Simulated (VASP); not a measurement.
# GaF (Pm-3m) in VASP: a series of runs

The runs below take GaF through band structure, with PBE, r2SCAN-EpsX.

Program: VASP 6.6.1. These are calculated values, not measurements. Logs are shortened: lines on timing, memory, paths and dates and some standing lists are left out, and cuts for length are marked.

## (1) The crystal as given

The structure is cubic, space group Pm-3m (No. 221). Conventional cell: a = 3.166 Å, b = 3.166 Å, c = 3.166 Å, α = 90.00°, β = 90.00°, γ = 90.00°. Ga (site symmetry m-3m) has 8 F at 2.74 Å as nearest neighbours. F (site symmetry m-3m) is surrounded by 8 Ga at 2.74 Å.

The cell was built by a generator and needn't be a form met in nature.

## (2) Band structure, PBE

INCAR reads:

```
PREC = Accurate
ENCUT = 600
EDIFF = 1E-6
ISMEAR = -1
SIGMA = 0.05
LREAL = F
LASPH = T
NELM = 80
ALGO = Normal
ISIF = 2
LWAVE = F
LCHARG = F
GGA = PE
NBANDS = 17
```

KPOINTS reads:

```
regular mesh
0
Gamma
  8 8 8
```

POSCAR reads:

```
GaF
1.0
    3.1659200000      0.0000000000      0.0000000000
    0.0000000000      3.1659200000      0.0000000000
    0.0000000000      0.0000000000      3.1659200000
Ga F
1 1
Direct
    0.0000000000      0.0000000000      0.0000000000
    0.5000000000      0.5000000000      0.5000000000
```

KPOINTS_OPT reads:

```
path GXMGRX,MR
10
line-mode
reciprocal
 0.0000000000  0.0000000000  0.0000000000  G
 0.0000000000  0.5000000000  0.0000000000  X

 0.0000000000  0.5000000000  0.0000000000  X
 0.5000000000  0.5000000000  0.0000000000  M

 0.5000000000  0.5000000000  0.0000000000  M
 0.0000000000  0.0000000000  0.0000000000  G

 0.0000000000  0.0000000000  0.0000000000  G
 0.5000000000  0.5000000000  0.5000000000  R

 0.5000000000  0.5000000000  0.5000000000  R
 0.0000000000  0.5000000000  0.0000000000  X

 0.5000000000  0.5000000000  0.0000000000  M
 0.5000000000  0.5000000000  0.5000000000  R
```

Potentials or basis: VASP PAW PBE potentials, release 64 (Ga_d_GW, F_GW).

Started as:

```sh
cat potpaw_PBE.64/Ga_d_GW/POTCAR potpaw_PBE.64/F_GW/POTCAR > POTCAR
mpirun -np 1 vasp_std > vasp.out
```

OUTCAR:

```text
PREC = Accurate
   ENCUT = 600
   EDIFF = 1E-6
   ISMEAR = -1
   LREAL = F
   LASPH = T
   NELM = 80
   ISIF = 2
   GGA = PE

 ion  position               nearest neighbor table
   1  0.000  0.000  0.000-
   2  0.500  0.500  0.500-

  LATTYP: Found a simple cubic cell.
 ALAT       =     3.1659200000

  Lattice vectors:

 A1 = (   3.1659200000,   0.0000000000,   0.0000000000)
 A2 = (   0.0000000000,   3.1659200000,   0.0000000000)
 A3 = (   0.0000000000,   0.0000000000,   3.1659200000)

Analysis of symmetry for initial positions (statically):
=====================================================================
 Subroutine PRICEL returns:
 Original cell was already a primitive cell.

 Routine SETGRP: Setting up the symmetry group for a
 simple cubic supercell.

 Subroutine GETGRP returns: Found 48 space group operations
 (whereof 48 operations were pure point group operations)
 out of a pool of 48 trial point group operations.

The static configuration has the point symmetry O_h .

Analysis of symmetry for dynamics (positions and initial velocities):
=====================================================================
 Subroutine PRICEL returns:
 Original cell was already a primitive cell.

 Routine SETGRP: Setting up the symmetry group for a
 simple cubic supercell.

 Subroutine GETGRP returns: Found 48 space group operations
 (whereof 48 operations were pure point group operations)
 out of a pool of 48 trial point group operations.

The dynamic configuration has the point symmetry O_h .

 Subroutine INISYM returns: Found 48 space group operations
 (whereof 48 operations are pure point group operations),
 and found     1 'primitive' translations

----------------------------------------------------------------------------------------

                                     Primitive cell

  volume of cell :      31.7322

  direct lattice vectors                    reciprocal lattice vectors
     3.165920000  0.000000000  0.000000000     0.315863951  0.000000000  0.000000000
     0.000000000  3.165920000  0.000000000     0.000000000  0.315863951  0.000000000
     0.000000000  0.000000000  3.165920000     0.000000000  0.000000000  0.315863951

  length of vectors
     3.165920000  3.165920000  3.165920000     0.315863951  0.315863951  0.315863951

  position of ions in fractional coordinates (direct lattice)
     0.000000000  0.000000000  0.000000000
     0.500000000  0.500000000  0.500000000

  ion indices of the primitive-cell ions
   primitive index   ion index
                 1           1
                 2           2

----------------------------------------------------------------------------------------

 KPOINTS: regular mesh

Automatic generation of k-mesh.
 Grid dimensions read from file:
 generate k-points for:    8    8    8

 Generating k-lattice:

  Cartesian coordinates                     Fractional coordinates (reciprocal lattice)
     0.039482994  0.000000000  0.000000000     0.125000000  0.000000000  0.000000000
     0.000000000  0.039482994  0.000000000     0.000000000  0.125000000  0.000000000
     0.000000000  0.000000000  0.039482994     0.000000000  0.000000000  0.125000000

  Length of vectors
     0.039482994  0.039482994  0.039482994

  Shift w.r.t. Gamma in fractional coordinates (k-lattice)
     0.000000000  0.000000000  0.000000000

 Subroutine IBZKPT returns following result:
 ===========================================

 Found     35 irreducible k-points:

 Following reciprocal coordinates:
            Coordinates               Weight
  0.000000  0.000000  0.000000      1.000000
  0.125000  0.000000  0.000000      6.000000
  0.250000  0.000000  0.000000      6.000000
  0.375000  0.000000  0.000000      6.000000
  0.500000  0.000000  0.000000      3.000000
  0.125000  0.125000  0.000000     12.000000
[... 16 lines left out ...]
  0.375000  0.375000  0.125000     24.000000
  0.500000  0.375000  0.125000     24.000000
 [... further k-points ...]
   k-points           NKPTS =     35   k-points in BZ     NKDIM =     35   number of bands    NBANDS=     17
   number of dos      NEDOS =    301   number of ions     NIONS =      2
   total plane-waves  NPLWV =  21952
   dimension x,y,z NGX =    28 NGY =   28 NGZ =   28
   dimension x,y,z NGXF=    56 NGYF=   56 NGZF=   56
   ions per type =               1   1
   NGX,Y,Z   is equivalent  to a cutoff of  14.70, 14.70, 14.70 a.u.
   NGXF,Y,Z  is equivalent  to a cutoff of  29.41, 29.41, 29.41 a.u.
 SYSTEM =  unknown system
   PREC   = accura    normal or accurate (medium, high low for compatibility)
   ISTART =      0    job   : 0-new  1-cont  2-samecut
   ICHARG =      2    charge: 1-file 2-atom 10-const
   ISPIN  =      1    spin polarized calculation?
   LNONCOLLINEAR =      F non collinear calculations
   LSORBIT =      F    spin-orbit coupling
   LASPH  =      T    aspherical Exc in radial PAW
   ENCUT  =  600.0 eV  44.10 Ry    6.64 a.u.   6.32  6.32  6.32*2*pi/ulx,y,z
[... 97 lines left out ...]
      3     -11.5074      2.00000
      4     -11.4806      2.00000
      5     -11.4806      2.00000
      6     -11.4361      2.00000
[... 9 lines left out ...]
     16      18.2817      0.00000
     17      20.6326      0.00000

 k-point     5 :       0.5000    0.0000    0.0000
  band No.  band energies     occupation
      1     -19.3663      2.00000
      2     -11.5971      2.00000
      3     -11.4910      2.00000
      4     -11.4872      2.00000
      5     -11.4872      2.00000
      6     -11.4353      2.00000
[... 9 lines left out ...]
     16      19.1489      0.00000
     17      20.2629      0.00000

 k-point     6 :       0.1250    0.1250    0.0000
  band No.  band energies     occupation
      1     -19.4726      2.00000
      2     -11.5960      2.00000
      3     -11.5795      2.00000
      4     -11.4530      2.00000
      5     -11.4468      2.00000
      6     -11.4448      2.00000
[... 9 lines left out ...]
     16      20.5290      0.00000
     17      21.5846      0.00000

 k-point     7 :       0.2500    0.1250    0.0000
  band No.  band energies     occupation
      1     -19.4230      2.00000
      2     -11.5898      2.00000
      3     -11.5398      2.00000
      4     -11.4685      2.00000
      5     -11.4626      2.00000
      6     -11.4439      2.00000
[... 9 lines left out ...]
     16      18.9132      0.00000
     17      21.4611      0.00000

 k-point     8 :       0.3750    0.1250    0.0000
  band No.  band energies     occupation
      1     -19.3729      2.00000
      2     -11.5861      2.00000
      3     -11.4990      2.00000
      4     -11.4839      2.00000
      5     -11.4791      2.00000
      6     -11.4423      2.00000
[... 9 lines left out ...]
     16      19.3464      0.00000
     17      20.4324      0.00000
[... 203 lines left out ...]
      1     -19.3370      2.00000
      2     -11.5701      2.00000
      3     -11.4961      2.00000
      4     -11.4838      2.00000
      5     -11.4756      2.00000
      6     -11.4482      2.00000
[... 9 lines left out ...]
     16      17.9237      0.00000
     17      20.6390      0.00000

 k-point    20 :       0.2500    0.2500    0.1250
  band No.  band energies     occupation
      1     -19.3625      2.00000
      2     -11.5528      2.00000
      3     -11.5090      2.00000
      4     -11.4826      2.00000
      5     -11.4664      2.00000
      6     -11.4646      2.00000
[... 9 lines left out ...]
     16      18.5499      0.00000
     17      20.7138      0.00000

 k-point    21 :       0.3750    0.2500    0.1250
  band No.  band energies     occupation
      1     -19.3190      2.00000
      2     -11.5448      2.00000
      3     -11.4976      2.00000
      4     -11.4794      2.00000
      5     -11.4703      2.00000
      6     -11.4631      2.00000
[... 9 lines left out ...]
     16      18.9870      0.00000
     17      20.0302      0.00000

 k-point    22 :       0.5000    0.2500    0.1250
  band No.  band energies     occupation
      1     -19.3007      2.00000
      2     -11.5424      2.00000
      3     -11.5044      2.00000
      4     -11.4837      2.00000
      5     -11.4655      2.00000
      6     -11.4506      2.00000
[... 9 lines left out ...]
     16      19.4752      0.00000
     17      19.9697      0.00000

 k-point    23 :       0.3750    0.3750    0.1250
  band No.  band energies     occupation
      1     -19.2802      2.00000
      2     -11.5296      2.00000
      3     -11.5064      2.00000
      4     -11.4814      2.00000
      5     -11.4788      2.00000
      6     -11.4338      2.00000
[... 9 lines left out ...]
     16      18.3556      0.00000
     17      19.8980      0.00000

 k-point    24 :       0.5000    0.3750    0.1250
  band No.  band energies     occupation
      1     -19.2640      2.00000
      2     -11.5252      2.00000
      3     -11.5105      2.00000
      4     -11.4858      2.00000
      5     -11.4807      2.00000
      6     -11.4175      2.00000
[... 9 lines left out ...]
     16      18.2316      0.00000
     17      20.3949      0.00000

 [... further k-points ...]

------------------------ aborting loop because EDIFF is reached ----------------------------------------

  FORCE on cell =-STRESS in cart. coord.  units (eV):
  Direction    XX          YY          ZZ          XY          YZ          ZX
  --------------------------------------------------------------------------------------
  -------------------------------------------------------------------------------------
  Total       -0.1080628     -0.1080628     -0.1080628      0.0000000      0.0000000      0.0000000
  in kB       -5.4561580     -5.4561580     -5.4561580      0.0000000      0.0000000      0.0000000
  external PRESSURE =      -5.4561580 kB  Pullay stress =       0.0000000 kB

 VOLUME and BASIS-vectors are now :
 -----------------------------------------------------------------------------
  energy-cutoff  :      600.00
  volume of cell :       31.73
      direct lattice vectors                 reciprocal lattice vectors
     3.165920000  0.000000000  0.000000000     0.315863951  0.000000000  0.000000000
     0.000000000  3.165920000  0.000000000     0.000000000  0.315863951  0.000000000
     0.000000000  0.000000000  3.165920000     0.000000000  0.000000000  0.315863951

 POSITION                                       TOTAL-FORCE (eV/Angst)
 -----------------------------------------------------------------------------------
      0.00000      0.00000      0.00000         0.000000      0.000000      0.000000
      1.58296      1.58296      1.58296         0.000000      0.000000      0.000000
 -----------------------------------------------------------------------------------
    total drift:                               -0.000000      0.000000      0.000000

  FREE ENERGIE OF THE ION-ELECTRON SYSTEM (eV)
  ---------------------------------------------------
  free  energy   TOTEN  =        -7.4293009224 eV

  energy  without entropy=       -7.4291979157  energy(sigma->0) =       -7.42924942
```

It took 17 s on 1 thread of Intel Xeon 6975P-C (Granite Rapids), shared host; peak memory 0.18 GiB.

What came out:

```
Free energy             : -7.4293 eV
Pressure                : -0.5 GPa
Band gap on the k mesh  : 0.33 eV, indirect (least direct gap 1.12 eV)
Band gap along the path : 0.33 eV, indirect (least direct gap 1.12 eV)
```

Levels at the corners of the path, in eV from the valence-band top:
```
point  band 8  band 9  band 10  band 11  band 12  band 13
    Γ   -3.46   -3.46    -3.46     8.32     8.32     8.32
    X   -3.18   -3.18    -0.79     0.33     8.46     8.46
    X   -3.18   -3.18    -0.79     0.33     8.46     8.46
    M   -4.88   -3.09    -2.64     3.43     3.43     9.13
    M   -4.88   -3.09    -2.64     3.43     3.43     9.13
    Γ   -3.46   -3.46    -3.46     8.32     8.32     8.32
    Γ   -3.46   -3.46    -3.46     8.32     8.32     8.32
    R   -4.02   -4.02     0.00     2.34     2.34     2.34
    R   -4.02   -4.02     0.00     2.34     2.34     2.34
    X   -3.18   -3.18    -0.79     0.33     8.46     8.46
    M   -4.88   -3.09    -2.64     3.43     3.43     9.13
    R   -4.02   -4.02     0.00     2.34     2.34     2.34
```

Caveat: the cutoff is under 1.25 times the usual one of these potentials, so pressure, stress and relaxed cells hold a basis-set (Pulay) error. Expect the measured gap to be larger: semilocal functionals such as PBE lack the derivative discontinuity.

## (3) Band structure, PBE

INCAR reads:

```
SYSTEM = GaF
  ALGO = Normal
  EDIFF = 1E-7
  ENCUT = 550
  GGA = PE
  ISIF = 2
  ISMEAR = -1
  LASPH = .TRUE.
  LCHARG = .FALSE.
  LREAL = .FALSE.
  LWAVE = .FALSE.
  NELM = 80
  PREC = Accurate
  SIGMA = 0.05
```

KPOINTS reads:

```
k-points
0
G
  8 8 8
  0 0 0
```

POSCAR is that of step 2.

KPOINTS_OPT is that of step 2.

Potentials or basis: VASP PAW PBE potentials, release 64 (Ga_d_GW, F_GW).

Started as:

```sh
cat potpaw_PBE.64/Ga_d_GW/POTCAR potpaw_PBE.64/F_GW/POTCAR > POTCAR
mpirun -np 1 vasp_std > vasp.out
```

Run time: 8.1 s. Hardware: 1 thread of Intel Xeon 6975P-C (Granite Rapids), shared host; peak memory 0.15 GiB.

Results (log left out):

```yaml
Free_energy: -7.4275 eV
Band_gap_on_the_k_mesh: 0.33 eV, indirect (least direct gap 1.12 eV)
Band_gap_along_the_path: 0.33 eV, indirect (least direct gap 1.12 eV)
```

Levels at the corners of the path, in eV from the valence-band top:
```
point  band 7  band 8  band 9  band 10  band 11  band 12  band 13  band 14
    Γ   -6.08   -3.46   -3.46    -3.46     8.32     8.32     8.32     9.75
    X   -6.84   -3.19   -3.19    -0.79     0.33     8.46     8.46    12.49
    X   -6.84   -3.19   -3.19    -0.79     0.33     8.46     8.46    12.49
    M   -4.88   -4.88   -3.09    -2.64     3.43     3.43     9.13    10.34
    M   -4.88   -4.88   -3.09    -2.64     3.43     3.43     9.13    10.34
    Γ   -6.08   -3.46   -3.46    -3.46     8.32     8.32     8.32     9.75
    Γ   -6.08   -3.46   -3.46    -3.46     8.32     8.32     8.32     9.75
    R   -4.02   -4.02   -4.02     0.00     2.34     2.34     2.34    11.91
    R   -4.02   -4.02   -4.02     0.00     2.34     2.34     2.34    11.91
    X   -6.84   -3.19   -3.19    -0.79     0.33     8.46     8.46    12.49
    M   -4.88   -4.88   -3.09    -2.64     3.43     3.43     9.13    10.34
    R   -4.02   -4.02   -4.02     0.00     2.34     2.34     2.34    11.91
```

Caveat: the cutoff is under 1.25 times the usual one of these potentials, so pressure, stress and relaxed cells hold a basis-set (Pulay) error.

## (4) Band structure, r2SCAN-EpsX

POSCAR is that of step 3.

INCAR.step1 reads:

```
SYSTEM = GaF
ALGO     = Normal         ! electronic algorithm
EDIFF    = 1E-8           ! SCF threshold, eV
ENCUT    = 520            ! plane-wave cutoff, eV
GGA      = PE             ! functional
ISIF     = 2              ! what is computed and relaxed
ISMEAR   = -1             ! smearing method
LASPH    = .True.         ! aspherical terms in the spheres
LCHARG   = .False.        ! write CHGCAR
LEPSILON = .True.         ! dielectric tensor by DFPT
LREAL    = .False.        ! projectors in reciprocal space
LWAVE    = .False.        ! write WAVECAR
NELM     = 60             ! most SCF steps
PREC     = Accurate       ! precision mode
SIGMA    = 0.05           ! smearing width, eV
```

KPOINTS.step1 reads:

```
Automatic mesh
0
G
  8 8 8
  0 0 0
```

INCAR.step2 reads:

```
SYSTEM = GaF
ALGO     = Normal         ! electronic algorithm
EDIFF    = 1E-5           ! SCF threshold, eV
ENCUT    = 520            ! plane-wave cutoff, eV
GGA      = PE             ! functional
ISIF     = 2              ! what is computed and relaxed
ISMEAR   = -1             ! smearing method
LASPH    = .True.         ! aspherical terms in the spheres
LCHARG   = .False.        ! write CHGCAR
LREAL    = .False.        ! projectors in reciprocal space
LWAVE    = .True.         ! write WAVECAR
NBANDS   = 17             ! bands
NELM     = 60             ! most SCF steps
PREC     = Accurate       ! precision mode
SIGMA    = 0.05           ! smearing width, eV
```

KPOINTS.step2 reads:

```
k-points
0
Gamma
  4 4 4
  0 0 0
```

INCAR.step3 reads:

```
SYSTEM = GaF
AEXX     = 0.1172         ! exact-exchange fraction
ALGO     = Normal         ! electronic algorithm
EDIFF    = 1E-7           ! SCF threshold, eV
ENCUT    = 520            ! plane-wave cutoff, eV
HFRCUT   = -1           
ISIF     = 2              ! what is computed and relaxed
ISMEAR   = -1             ! smearing method
ISTART   = 1            
LASPH    = .True.         ! aspherical terms in the spheres
LCHARG   = .False.        ! write CHGCAR
LHFCALC  = .True.         ! exact exchange
LMIXTAU  = .True.       
LREAL    = .False.        ! projectors in reciprocal space
LWAVE    = .False.        ! write WAVECAR
METAGGA  = R2SCAN         ! meta-GGA
NBANDS   = 17             ! bands
NELM     = 60             ! most SCF steps
PREC     = Accurate       ! precision mode
PRECFOCK = Normal       
SIGMA    = 0.05           ! smearing width, eV
```

KPOINTS.step3 reads:

```
k-points
0
Gamma
  4 4 4
  0 0 0
```

KPOINTS_OPT is that of step 3.

Potentials or basis: VASP PAW PBE potentials, release 64 (Ga_d, F).

Started as:

```sh
cat potpaw_PBE.64/Ga_d/POTCAR potpaw_PBE.64/F/POTCAR > POTCAR
cp INCAR.step1 INCAR
cp KPOINTS.step1 KPOINTS
mpirun -np 1 vasp_std > vasp.out
cp INCAR.step2 INCAR
cp KPOINTS.step2 KPOINTS
mpirun -np 1 vasp_std > vasp.out
cp INCAR.step3 INCAR
cp KPOINTS.step3 KPOINTS
mpirun -np 1 vasp_std > vasp.out
```

Wall time 14 min (1 thread of Intel Xeon 6975P-C (Granite Rapids), shared host); peak memory 0.22 GiB.

Results (log left out):

```yaml
Free_energy: -17.2573 eV
Pressure: -1.3 GPa
Band_gap_on_the_k_mesh: 1.05 eV, indirect (least direct gap 2.21 eV)
Band_gap_along_the_path: 1.05 eV, indirect (least direct gap 2.21 eV)
```

Levels at the corners of the path, in eV from the valence-band top:
| point | band 7 | band 8 | band 9 | band 10 | band 11 | band 12 | band 13 | band 14 |
| --- | --- | --- | --- | --- | --- | --- | --- | --- |
| Γ | -6.54 | -4.31 | -4.31 | -4.31 | 9.45 | 9.45 | 9.45 | 10.91 |
| X | -7.61 | -4.03 | -4.03 | -1.16 | 1.05 | 9.55 | 9.55 | 13.76 |
| X | -7.61 | -4.03 | -4.03 | -1.16 | 1.05 | 9.55 | 9.55 | 13.76 |
| M | -5.71 | -5.71 | -3.94 | -2.86 | 4.23 | 4.23 | 10.38 | 11.52 |
| M | -5.71 | -5.71 | -3.94 | -2.86 | 4.23 | 4.23 | 10.38 | 11.52 |
| Γ | -6.54 | -4.31 | -4.31 | -4.31 | 9.45 | 9.45 | 9.45 | 10.91 |
| Γ | -6.54 | -4.31 | -4.31 | -4.31 | 9.45 | 9.45 | 9.45 | 10.91 |
| R | -4.88 | -4.88 | -4.88 | 0.00 | 3.10 | 3.10 | 3.10 | 13.37 |
| R | -4.88 | -4.88 | -4.88 | 0.00 | 3.10 | 3.10 | 3.10 | 13.37 |
| X | -7.61 | -4.03 | -4.03 | -1.16 | 1.05 | 9.55 | 9.55 | 13.76 |
| M | -5.71 | -5.71 | -3.94 | -2.86 | 4.23 | 4.23 | 10.38 | 11.52 |
| R | -4.88 | -4.88 | -4.88 | 0.00 | 3.10 | 3.10 | 3.10 | 13.37 |

Caveat: the k mesh is coarse (spacing up to 0.50 Å⁻¹), so the values aren't converged, least of all with exact exchange; the PAW data sets were made with another functional, which shifts forces and pressure a little.

## (5) Summary

| level | potentials or basis | k mesh | cutoff (eV) | grid for exact exchange (PRECFOCK) | exchange at q = 0 | share of exact exchange | mesh quality | gap on the mesh (eV) | pressure (GPa) |
| --- | --- | --- | --- | --- | --- | --- | --- | --- | --- |
| PBE | VASP PAW PBE potentials, release 64 (Ga_d_GW, F_GW) | 8 × 8 × 8 | 600 | - | - | - | not flagged | 0.33 | -0.5 |
| PBE | VASP PAW PBE potentials, release 64 (Ga_d_GW, F_GW) | 8 × 8 × 8 | 550 | - | - | - | not flagged | 0.33 | - |
| r2SCAN-EpsX | VASP PAW PBE potentials, release 64 (Ga_d, F) | 4 × 4 × 4 | 520 | Normal | truncated | 0.1172 | coarse | 1.05 | -1.3 |

Alike in all rows: task band structure; no spin polarisation; cell as given; smearing fermi-dirac 0.05 eV.

Caveats: some runs use coarse meshes; the cutoff is under 1.25 times the usual one of these potentials, so pressure, stress and relaxed cells hold a basis-set (Pulay) error (some runs); the PAW data sets were made with another functional, which shifts forces and pressure a little (some runs).

Absolute energies hang on the potentials; compare differences alone.
